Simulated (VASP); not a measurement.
Computed with LDA (Ceperley-Alder, Perdew-Zunger), VASP's LDA PAW potentials (set 64) (plane waves; VASP).

VASP ran on this input.

File POSCAR:
```
KCl
1.0
  0.0000000000   3.0414749160   3.0414749160
  3.0414749160   0.0000000000   3.0414749160
  3.0414749160   3.0414749160   0.0000000000
K Cl
1 1
Direct
  0.0000000000   0.0000000000   0.0000000000
  0.5000000000   0.5000000000   0.5000000000
```

File KPOINTS:
```
Automatic mesh
0
Gamma
8 8 8
0 0 0
```

INCAR:
```
! general
SYSTEM = KCl
PREC   = Accurate
ENCUT  = 500
LREAL  = F
LASPH  = T

! electronic loop
EDIFF  = 1E-6
NELM   = 100
ALGO   = Normal

! smearing
ISMEAR = 0
SIGMA  = 0.05

! ions
IBRION = 2
NSW    = 40
ISIF   = 3
EDIFFG = -0.02

! output
LWAVE  = F
LCHARG = F
```

POTCAR, in this order: K_sv Cl (LDA.64 set). Program: vasp_std.

The resulting files:

File OSZICAR:
```
       N       E                     dE             d eps       ncg     rms          rms(c)
DAV:   1     0.107677339455E+03    0.10768E+03   -0.73537E+03   696   0.119E+03
DAV:   2    -0.851124997893E+00   -0.10853E+03   -0.10077E+03   828   0.300E+02
DAV:   3    -0.745007075349E+01   -0.65989E+01   -0.65631E+01   888   0.648E+01
DAV:   4    -0.767995828696E+01   -0.22989E+00   -0.22962E+00  1220   0.122E+01
DAV:   5    -0.768258097838E+01   -0.26227E-02   -0.26225E-02   892   0.115E+00    0.414E+00
DAV:   6    -0.743269347179E+01    0.24989E+00   -0.46354E-01   840   0.411E+00    0.330E+00
DAV:   7    -0.740774630877E+01    0.24947E-01   -0.93801E-02   928   0.199E+00    0.181E+00
DAV:   8    -0.740762218756E+01    0.12412E-03   -0.11934E-02   968   0.103E+00    0.192E-01
DAV:   9    -0.740763268061E+01   -0.10493E-04   -0.79153E-04   956   0.183E-01    0.730E-02
DAV:  10    -0.740771367322E+01   -0.80993E-04   -0.76839E-05   972   0.780E-02    0.553E-03
DAV:  11    -0.740771545864E+01   -0.17854E-05   -0.23115E-06   896   0.125E-02    0.478E-03
DAV:  12    -0.740771571937E+01   -0.26073E-06   -0.72728E-07   664   0.775E-03
   1 F= -.74077157E+01 E0= -.74077157E+01  d E =-.740772E+01
```

OUTCAR:
```
------------------------ aborting loop because EDIFF is reached ----------------------------------------
  FORCE on cell =-STRESS in cart. coord.  units (eV):
  Direction    XX          YY          ZZ          XY          YZ          ZX
  --------------------------------------------------------------------------------------
  Total       -0.0004679     -0.0004679     -0.0004679      0.0000000     -0.0000000      0.0000000
  in kB       -0.0133214     -0.0133214     -0.0133214      0.0000000     -0.0000000      0.0000000
  external PRESSURE =      -0.0133214 kB  Pullay stress =       0.0000000 kB
  volume of cell :       56.27
      direct lattice vectors                 reciprocal lattice vectors
     0.000000000  3.041474916  3.041474916    -0.164393925  0.164393925  0.164393925
     3.041474916  0.000000000  3.041474916     0.164393925 -0.164393925  0.164393925
     3.041474916  3.041474916  0.000000000     0.164393925  0.164393925 -0.164393925
  FREE ENERGIE OF THE ION-ELECTRON SYSTEM (eV)
  ---------------------------------------------------
  free  energy   TOTEN  =        -7.4077157194 eV

  energy  without entropy=       -7.4077157194  energy(sigma->0) =       -7.40771572

 reached required accuracy - stopping structural energy minimisation
```
(Selected blocks of OUTCAR.)

The compound is KCl in the rock salt structure. It was relaxed first, which changed the volume by -10 %.
